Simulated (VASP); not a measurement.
# Al2GaP3 in VASP: a series of runs, part 2 of 3

VASP 6.6.1. Earlier steps stand in the parts before.

## Step 4: Relaxation of cell and atoms, PBE

This run uses another cell than the first one, of 19.42 Å³/atom, 1.064 times its volume.

The input, INCAR:

```
  ALGO = Fast
  EDIFF = 1E-4
  EDIFFG = -0.08
  ENCUT = 520
  GGA = PE
  IBRION = 2
  ISIF = 3
  ISMEAR = 0
  LASPH = True
  LCHARG = False
  LREAL = False
  LWAVE = False
  NELM = 60
  NSW = 24
  PREC = Normal
  SIGMA = 0.15
```

The input, KPOINTS:

```
k-points
0
Gamma
  4 4 2
```

The input, POSCAR:

```
Al2GaP3
1.0
    4.1085595400      0.0000000000      0.0000000000
   -2.0542797700      3.5581169300      0.0000000000
    0.0000000000      0.0000000000      7.9688070500
Al Ga P
2 1 3
Direct
    0.0000000000      0.0000000000      0.7598203000
    0.0000000000      0.0000000000      0.2401797000
    0.0000000000      0.0000000000      0.0000000000
    0.0000000000      0.0000000000      0.5000000000
    0.3333333300      0.6666666700      0.0000000000
    0.6666666700      0.3333333300      0.0000000000
```

Potentials or basis: VASP PAW PBE potentials, release 64 (Al, Ga_d, P).

Command:

```console
$ cat potpaw_PBE.64/Al/POTCAR potpaw_PBE.64/Ga_d/POTCAR potpaw_PBE.64/P/POTCAR > POTCAR
$ mpirun -np 1 vasp_std > vasp.out
```

OUTCAR:

```text
EDIFF = 1E-4
   EDIFFG = -0.08
   ENCUT = 520
   GGA = PE
   IBRION = 2
   ISIF = 3
   ISMEAR = 0
   LASPH = True
   LREAL = False
   NELM = 60
   NSW = 24
   PREC = Normal

 ion  position               nearest neighbor table
   1  0.000  0.000  0.760-   3 1.91   4 2.07   5 3.05   6 3.05   5 3.05   6 3.05   6 3.05   5 3.05

   2  0.000  0.000  0.240-   3 1.91   4 2.07   5 3.05   6 3.05   5 3.05   6 3.05   6 3.05   5 3.05

   3  0.000  0.000  0.000-   1 1.91   2 1.91   5 2.37   6 2.37   5 2.37   6 2.37   6 2.37   5 2.37

   4  0.000  0.000  0.500-   1 2.07   2 2.07
   5  0.333  0.667  0.000-   6 2.37   3 2.37   6 2.37   3 2.37   3 2.37   6 2.37   1 3.05   2 3.05
                             1 3.05   2 3.05   1 3.05   2 3.05
   6  0.667  0.333  0.000-   5 2.37   3 2.37   5 2.37   3 2.37   3 2.37   5 2.37   1 3.05   2 3.05
                             2 3.05   1 3.05   2 3.05   1 3.05

  LATTYP: Found a hexagonal cell.
 ALAT       =     4.1085595400
 C/A-ratio  =     1.9395622657

  Lattice vectors:

 A1 = (   4.1085595400,   0.0000000000,   0.0000000000)
 A2 = (  -2.0542797700,   3.5581169300,   0.0000000000)
 A3 = (   0.0000000000,   0.0000000000,   7.9688070500)

Analysis of symmetry for initial positions (statically):
=====================================================================
 Subroutine PRICEL returns:
 Original cell was already a primitive cell.

 Routine SETGRP: Setting up the symmetry group for a
 hexagonal supercell.

 Subroutine GETGRP returns: Found 24 space group operations
 (whereof 24 operations were pure point group operations)
 out of a pool of 24 trial point group operations.

The static configuration has the point symmetry D_6h.

Analysis of symmetry for dynamics (positions and initial velocities):
=====================================================================
 Subroutine PRICEL returns:
 Original cell was already a primitive cell.

 Routine SETGRP: Setting up the symmetry group for a
 hexagonal supercell.

 Subroutine GETGRP returns: Found 24 space group operations
 (whereof 24 operations were pure point group operations)
 out of a pool of 24 trial point group operations.

The dynamic configuration has the point symmetry D_6h.

 Subroutine INISYM returns: Found 24 space group operations
 (whereof 24 operations are pure point group operations),
 and found     1 'primitive' translations

[... 111 lines left out ...]
   LHFCALC =     F    Hartree Fock is set to
   AEXX    =    0.0000 exact exchange contribution
   IVDW    =     0    specifies the selected vdW correction
   LEPSILON=     F    determine dielectric tensor
   LRPA    =     F    only Hartree local field effects (RPA)
 conjugate gradient relaxation of ions
 non-spin polarized calculation
 RMM-DIIS sequential band-by-band and
 Gauss-broadening in eV      SIGMA  =   0.15
  energy-cutoff  :      520.00
  volume of cell :      116.49
 maximum number of plane-waves:      3174
   NGX = 15   NGY = 15   NGZ = 29

--------------------------------------- Ionic step        1  -------------------------------------------

 number of electron      33.9999976 magnetization

 Free energy of the ion-electron system (eV)
  ---------------------------------------------------
  ext. energy  EPLUGINS =         0.00000000
  ---------------------------------------------------
  free energy    TOTEN  =       -16.07526528 eV

  energy without entropy =      -16.02278215  energy(sigma->0) =      -16.04902372

 E-fermi :   5.6511     XC(G=0):  -9.4410

 val. band max:        5.6252556944   @ k =   0.0000   0.0000   0.5000
 cond. band min:       5.6929119314   @ k =   0.2500   0.0000   0.5000
 fundamental gap:      0.0676562370
 Fermi energy:         5.6510934498

 k-point     1 :       0.0000    0.0000    0.0000
  band No.  band energies     occupation
      1     -11.4606      2.00000
      2     -10.8486      2.00000
      3     -10.8486      2.00000
      4     -10.7068      2.00000
      5     -10.7068      2.00000
      6     -10.4700      2.00000
[... 294 lines left out ...]
  FREE ENERGIE OF THE ION-ELECTRON SYSTEM (eV)
  ---------------------------------------------------
  free  energy   TOTEN  =       -21.2516505877 eV

  energy  without entropy=      -21.1861140886  energy(sigma->0) =      -21.21888234

[... ionic steps 4 to 8 ...]

--------------------------------------- Ionic step        9  -------------------------------------------

 number of electron      34.0000065 magnetization

------------------------ aborting loop because EDIFF is reached ----------------------------------------
[... 75 lines left out ...]
--------------------------------------- Ionic step       11  -------------------------------------------

 number of electron      34.0000043 magnetization

 Free energy of the ion-electron system (eV)
  ---------------------------------------------------
  ext. energy  EPLUGINS =         0.00000000
  ---------------------------------------------------
  free energy    TOTEN  =       -21.43305071 eV

  energy without entropy =      -21.38243294  energy(sigma->0) =      -21.40774183

 E-fermi :   2.3401     XC(G=0):  -8.0301

 val. band max:        2.2449793531   @ k =   0.5000   0.0000   0.5000
 cond. band min:       2.3547843952   @ k =   0.0000   0.0000   0.5000
 fundamental gap:      0.1098050421
 Fermi energy:         2.3400968283

 k-point     1 :       0.0000    0.0000    0.0000
  band No.  band energies     occupation
      1     -12.4782      2.00000
      2     -12.3696      2.00000
      3     -12.3696      2.00000
      4     -12.3004      2.00000
      5     -12.3004      2.00000
      6     -10.6408      2.00000
[... 214 lines left out ...]
  FREE ENERGIE OF THE ION-ELECTRON SYSTEM (eV)
  ---------------------------------------------------
  free  energy   TOTEN  =       -21.4330507097 eV

  energy  without entropy=      -21.3824329406  energy(sigma->0) =      -21.40774183

 reached required accuracy - stopping structural energy minimisation
```

CONTCAR:

```text
Al2GaP3
   1.00000000000000
     4.5521635278970605   -0.0000000000000000    0.0000000000000000
    -2.2760817639485302    3.9422892511907941    0.0000000000000000
     0.0000000000000000   -0.0000000000000000    9.4603036370906501
  Al              Ga              P
     2     1     3
Direct
     0.0000000000000000    0.0000000000000000    0.7335043658896021
     0.0000000000000000    0.0000000000000000    0.2664956341103979
     0.0000000000000000    0.0000000000000000    0.0000000000000000
     0.0000000000000000    0.0000000000000000    0.5000000000000000
     0.3333333300000021    0.6666666699999979    0.0000000000000000
     0.6666666699999979    0.3333333300000021    0.0000000000000000

  0.00000000E+00  0.00000000E+00  0.00000000E+00
  0.00000000E+00  0.00000000E+00  0.00000000E+00
  0.00000000E+00  0.00000000E+00  0.00000000E+00
  0.00000000E+00  0.00000000E+00  0.00000000E+00
  0.00000000E+00  0.00000000E+00  0.00000000E+00
  0.00000000E+00  0.00000000E+00  0.00000000E+00
```

Wall time 64 s (1 thread of Intel Xeon Platinum 8488C (Sapphire Rapids), shared host); peak memory 0.18 GiB.

Results:

* Free energy: -21.4331 eV
* Relaxed volume: 28.30 Å³/atom
* Relaxed cell: a = 4.552 Å, b = 4.552 Å, c = 9.460 Å, α = 90.00°, β = 90.00°, γ = 120.00°
* Space group after relaxing (to 0.05 Å): P6/mmm (No. 191)
* Energy gained by relaxing: 893.0 meV/atom
* Ionic steps: 11
* Pressure after relaxing: 0.1 GPa
* Largest force after relaxing: 0.065 eV/Å
* Band gap on the k mesh: none (metal or under the smearing width)

Forces on the atoms (eV/Å):
```
Al   0.000  0.000  0.065
Al   0.000  0.000 -0.065
Ga   0.000  0.000  0.000
P    0.000  0.000  0.000
P    0.000  0.000  0.000
P    0.000  0.000  0.000
```

Stress tensor (GPa, compression positive):
```
0.03 0.00 0.00
0.00 0.03 0.00
0.00 0.00 0.15
```

The path:
```csv
step,energy change (eV),largest force (eV/Å),pressure (GPa),volume (Å³)
1,0.0000,8.0431,34.43,116.49
2,-4.6574,0.1448,-2.87,199.58
3,-5.1764,0.8705,3.06,158.65
4,-5.1785,0.8252,1.02,167.33
5,-5.1908,0.8551,1.66,163.95
6,-5.1914,0.8611,2.00,162.90
7,-5.3091,0.3116,-0.37,170.73
8,-5.3158,0.1612,-1.12,173.16
9,-5.3521,0.1686,-0.32,171.35
10,-5.3522,0.1732,-0.34,171.35
11,-5.3578,0.0646,0.07,169.77
```

Final structure:
```xyz
6
Lattice="4.5522 0.0000 0.0000 -2.2761 3.9423 0.0000 0.0000 0.0000 9.4603" Properties=species:S:1:pos:R:3 pbc="T T T"
Al    0.0000    0.0000    6.9392
Al    0.0000    0.0000    2.5211
Ga    0.0000    0.0000    0.0000
P     0.0000    0.0000    4.7302
P     0.0000    2.6282    0.0000
P     2.2761    1.3141    0.0000
```

Caveat: the k mesh is coarse (spacing up to 0.44 Å⁻¹), so the values aren't converged; the volume moved by over 15 % at a fixed basis, so the end points are rough; the relaxation stopped at a loose force limit of 0.08 eV/Å, so its end isn't a converged minimum.

[end of part 2 of 3]
